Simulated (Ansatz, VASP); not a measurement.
# Cross-check of Al2GaAs2P between VASP and Ansatz, part 2 of 2

One calculation is typed for both programs; each brings its own data sets. How far apart do they land? The cell is generated by rule, not measured, and may not be a known phase. The cell is taken from a series of runs on this material, whose earlier steps may have relaxed, scaled, displaced or heated it; both programs get it as it stands.

VASP 6.6.1 and Ansatz 0.2.0.

So far: The starting structure; Ansatz: relaxation of cell and atoms, PBE, pair 1; VASP: relaxation of cell and atoms, PBE, pair 1; Differences.

## (5) VASP: relaxation of cell and atoms, PBE, pair 2

Level of this step: PBE; plane waves and PAW (Al, As, Ga_d, P); invented cell (VASP).

The relaxed volume is the usual yardstick between codes: in a stiff, nearly cubic crystal its relative difference is about their pressure difference at one cell divided by the bulk modulus.

The input, INCAR:

```
SYSTEM = Al2GaAs2P
PREC = Accurate
ENCUT = 500
EDIFF = 1E-07
NELM = 120
ISMEAR = 0
SIGMA = 0.01
LREAL = .FALSE.
ALGO = Normal
GGA = PE
NBANDS = 23
LORBIT = 11
LWAVE = .FALSE.
LCHARG = .FALSE.
ISIF = 3
IBRION = 2
NSW = 80
EDIFFG = -0.005
LASPH = .TRUE.
GGA_COMPAT = .FALSE.
NELMIN = 4
EFERMI = MIDGAP
KPAR = 2
```

The input, POSCAR:

```
Al2GaAs2P
1.0
    2.8301170000      2.8301170000      0.0000000000
   -2.8297730000      2.8297730000      0.0000000000
    2.8299450000      0.0001720000      8.4728810000
Al As Ga P
2 2 1 1
Direct
    0.0039773366      0.9960226634      0.9920453267
    0.3334884556      0.6665115443      0.3330230886
    0.4187362598      0.0812637402      0.1625274803
    0.7484785281      0.7515214719      0.5030429437
    0.6626234925      0.3373765075      0.6747530149
    0.0826959566      0.4173040434      0.8346080867
```

The input, KPOINTS:

```
Automatic mesh
0
Gamma
8 8 8
0 0 0
```

The projector-augmented-wave data sets are Al, As, Ga_d and P (PBE family, release 64).

The run is started by

```sh
$ mpirun -np 2 vasp_std
```

Numbers of over 12 decimals in the logs are rounded to 6 here.

Log:

```text
[... set-up lines as in an earlier step ...]
 entering main loop
       N       E                     dE             d eps       ncg     rms          rms(c)
DAV:   1     0.194792485457E+03    0.19479E+03   -0.13770E+04  4377   0.146E+03
DAV:   2    -0.562350895885E+01   -0.20042E+03   -0.19018E+03  5026   0.344E+02
DAV:   3    -0.278551946632E+02   -0.22232E+02   -0.21879E+02  5364   0.946E+01
DAV:   4    -0.286041192680E+02   -0.74892E+00   -0.74654E+00  5774   0.194E+01
[...]
DAV:  14    -0.279168456464E+02   -0.11948E-06   -0.35753E-07  5034   0.475E-03    0.102E-03
DAV:  15    -0.279168457677E+02   -0.12125E-06   -0.15795E-07  3846   0.251E-03    0.626E-04
DAV:  16    -0.279168457661E+02    0.15625E-08   -0.16536E-08  3354   0.107E-03
   1 F= -.27916846E+02 E0= -.27916846E+02  d E =-.279168E+02
[... from here on, the cycles between the ionic steps are left out ...]
   2 F= -.27916970E+02 E0= -.27916970E+02  d E =-.124273E-03
   3 F= -.27916977E+02 E0= -.27916977E+02  d E =-.130818E-03
   4 F= -.27916976E+02 E0= -.27916976E+02  d E =-.130033E-03
   5 F= -.27916976E+02 E0= -.27916976E+02  d E =-.130549E-03
   6 F= -.27917007E+02 E0= -.27917007E+02  d E =-.302731E-04
   7 F= -.27917013E+02 E0= -.27917013E+02  d E =-.369012E-04
[...]
reached required accuracy - stopping structural energy minimisation
```

OUTCAR, selected parts (step 5):

```text
  Total       -0.0081917     -0.0081917      0.0076388     -0.0017207      0.0000000      0.0000000
  in kB       -0.0965376     -0.0965376      0.0900221     -0.0202782      0.0000000      0.0000000
  external PRESSURE =      -0.0343510 kB  Pullay stress =       0.0000000 kB

 POSITION                                       TOTAL-FORCE (eV/Angst)
 -----------------------------------------------------------------------------------
      0.00050      2.83019      8.41745        -0.000000     -0.000000      0.002117
      0.00050      2.83019      2.82609         0.000000     -0.000000     -0.001601
      1.41534      1.41534      1.37874         0.000000      0.000000     -0.004878
      1.41584      4.24553      4.26919        -0.000000      0.000000      0.004611
      2.83069      2.83069      5.72772         0.000000      0.000000      0.000792
      1.41534      1.41534      7.08357         0.000000     -0.000000     -0.001042
 -----------------------------------------------------------------------------------
    total drift:                               -0.000171      0.000014     -0.000221

  FREE ENERGIE OF THE ION-ELECTRON SYSTEM (eV)
  ---------------------------------------------------
  free  energy   TOTEN  =       -27.9170132162 eV

  energy  without entropy=      -27.9170132162  energy(sigma->0) =      -27.91701322

[... 1 part as in an earlier step ...]

[... 3 further parts left out ...]
[key lines of the parts left out:]
E-fermi :   4.5348
```

## (6) Ansatz: relaxation of cell and atoms, PBE, pair 2

The same cell, functional and mesh now go to Ansatz, which takes its cutoff from its data sets.

The cell is taken from a series of runs on this material, whose earlier steps may have relaxed, scaled, displaced or heated it; both programs get it as it stands.

The input, input.yaml:

```yaml
crystal:
  lattice:
    - [2.830116956, 2.830116956, 0.0]
    - [-2.8297728921, 2.8297728921, 0.0]
    - [2.829944924, 0.0001720319, 8.472880969]
  atoms:
    - { symbol: Al, position: [0.0039773499, -0.0039773499, -0.0079546997] }
    - { symbol: Al, position: [0.3334884842, 0.6665115158, 0.3330230316] }
    - { symbol: As, position: [0.4187362574, 0.0812637426, 0.1625274852] }
    - { symbol: As, position: [0.7484785036, 0.7515214964, 0.5030429929] }
    - { symbol: Ga, position: [0.6626234781, 0.3373765219, 0.6747530439] }
    - { symbol: P, position: [0.0826959268, 0.4173040732, 0.8346081463] }
kpoints:
  mp_grid: { grid: [8, 8, 8] }
hamiltonian:
  xc: pbe
scf:
  occupations: { method: fixed }
output:
  forces: true
  stress: true
  eigenvalues: true
relax:
  adjacent_minimum: "off"
  f_tol: 0.001
  max_steps: 60
  cell: { stress_tol: 0.01 }
```

The run is started by

```sh
$ ansatz run input.yaml --threads 8 --pin off --max-ram 14336MiB --backend cpu --events-out ev --progress --plain --runs-dir out
```

Log:

```text
[...]
Crystal: 6 atoms, lattice volume = 135.712 Å³
Basis set: ecut = 420 eV, 2625 PW (Γ), exchange–correlation on 54×54×120 points (8 copies of the dense FFT grid, shifted against one another)
Bands: 33, of which v1, the nominal top of the filled ones, is band 27 counted from 1 (26 counted from 0)
Symmetry: 4 space group operations
[...]
- [2.828892, 2.828892, 1.6693862302914053e-11]
    - [-2.828023, 2.828023, 0]
    - [2.828458, 0.000434219, 8.483709]
  atoms:
    - { symbol: Al, position: [0.00397515, -0.00397515, -0.0079503] }
    - { symbol: Al, position: [0.333495, 0.666505, 0.333010] }
    - { symbol: As, position: [0.418748, 0.081252, 0.162504] }
    - { symbol: As, position: [0.748471, 0.751529, 0.503058] }
    - { symbol: Ga, position: [0.662614, 0.337386, 0.674772] }
    - { symbol: P, position: [0.082697, 0.417303, 0.834606] }
[key lines of the parts left out:]
SCF converged after 6 iterations
Free energy (F): -15328.800415 eV
Fermi energy:    6.225942 eV
P = ⅓ Tr σ = 0.0003 GPa (0.003 kbar)
```

## (7) Differences

What differs besides the data sets and the points named for the pairs above, as far as they apply: fixed occupations in Ansatz, narrow Gaussian smearing in VASP; the data sets hold 54 valence electrons in Ansatz (on its default PAW (the set named soft_2) files) and 34 in VASP. Total energies have different zeros and are not compared.

The two programs side by side:

```csv
quantity,Ansatz,VASP,difference
volume (Å³),135.74,135.95,-0.15 %
"edge a after relaxation, in the typed setting (Å)",4.001,4.003,-0.06 %
"edge b after relaxation, in the typed setting (Å)",3.999,4.002,-0.06 %
"edge c after relaxation, in the typed setting (Å)",8.943,8.946,-0.04 %
```

## (8) Outcome

```json
{"difference in volume (relaxation of cell and atoms, PBE, pair 1)": "-0.17 %", "difference in volume (relaxation of cell and atoms, PBE, pair 2)": "-0.15 %"}
```

In words: The difference in volume is -0.17 % (relaxation of cell and atoms, PBE, pair 1), within the 1.2 % picked in this series as the mark of a large difference, as far as the stopping tolerances let one tell. The data sets hold unlike numbers of valence electrons (54 in Ansatz and 34 in VASP), so part of the differences may come from the potentials. 1 further pair of this series is not shown here. Such differences can come from data sets, numerical settings and the points named under the comparisons, not from the functional's error against experiment.

[Lines on the potential files, build, host, timing and source positions are cut from VASP's logs without a mark.]

[Logs are printed without paths, hosts, clocks, repeated set-up lines and the standing remarks that a program may print on its own settings, such as how far it seeks lower states.]

[Hosts, paths, dates, database ids (printed as entryN), source tags and the programs' standing remarks are cut or masked in the printed files.]
